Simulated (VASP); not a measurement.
Here is the system:

```
PbO
1.0
    4.05960     0.00000     0.00000
    0.00000     4.05960     0.00000
    0.00000     0.00000     5.12040
Pb O
2 2
Cartesian
  2.02980   0.00000   3.91711
  0.00000   2.02980   1.20329
  2.02980   2.02980   0.00000
  0.00000   0.00000   0.00000
```

These are PBE GGA, VASP's PBE PAW potentials (set 64) (plane waves; VASP) values and carry that method's errors. Run with PREC = Single, 520 eV cut-off, 5×5×4 Γ-centred mesh, Gaussian smearing of 0.050 eV, potentials Pb_d O.

Give the force on each atom (eV/Å).

```tsv
atom	Fx	Fy	Fz
Pb1	0.000	0.000	0.301
Pb2	0.000	0.000	-0.301
O3	0.000	0.000	0.000
O4	0.000	0.000	0.000
```

Give the stress tensor in GPa (positive for a compressed cell).

```
-0.14   0.00   0.00
 0.00  -0.14   0.00
 0.00   0.00  -0.16
```
The pressure is its mean diagonal, -0.15 GPa.

The compound is PbO in the litharge structure. The cell was not relaxed at this level. The run is one of a series of settings (PREC = Single against the base run), some of them coarse on purpose.
